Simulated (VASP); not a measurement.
Input of a VASP 6.6.1 run:

The input INCAR:

```
  ALGO = Fast
  EDIFF = 1E-4
  EDIFFG = -0.08
  ENCUT = 520
  GGA = PE
  IBRION = 2
  ISIF = 3
  ISMEAR = 0
  LASPH = True
  LCHARG = False
  LREAL = False
  LWAVE = False
  NELM = 60
  NSW = 24
  PREC = Normal
  SIGMA = 0.15
```

KPOINTS

```
k-points
0
Gamma
  3 3 4
```

File POSCAR:

```
Si3P4
1.0
    3.6108180300     -4.9035560300      0.0000000000
    3.6108180300      4.9035560300      0.0000000000
    0.0000000000      0.0000000000      3.4474342300
Si P
3 4
Direct
    0.0000000000      0.5000000000      0.0000000000
    0.0000000000      0.0000000000      0.5000000000
    0.5000000000      0.0000000000      0.0000000000
    0.7358509900      0.2641490100      0.5000000000
    0.7424790300      0.7424790300      0.0000000000
    0.2641490100      0.7358509900      0.5000000000
    0.2575209700      0.2575209700      0.0000000000
```

Potentials or basis: VASP PAW PBE potentials, release 64 (Si, P).

The run is started by

```console
$ cat potpaw_PBE.64/Si/POTCAR potpaw_PBE.64/P/POTCAR > POTCAR
$ mpirun -np 1 vasp_std > vasp.out
```

Question: What does it give for the relaxed cell?

Answer: a = 5.933 Å, b = 5.933 Å, c = 3.546 Å, α = 90.00°, β = 90.00°, γ = 113.70°.

Question: What does it give for the relaxed volume?

Answer: 16.33 Å³/atom.

Stress tensor (GPa, compression positive):
```
0.47 0.00 0.00
0.00 0.36 0.00
0.00 0.00 0.20
```

Caveat: the k mesh is coarse (spacing up to 0.46 Å⁻¹), so the values aren't converged.
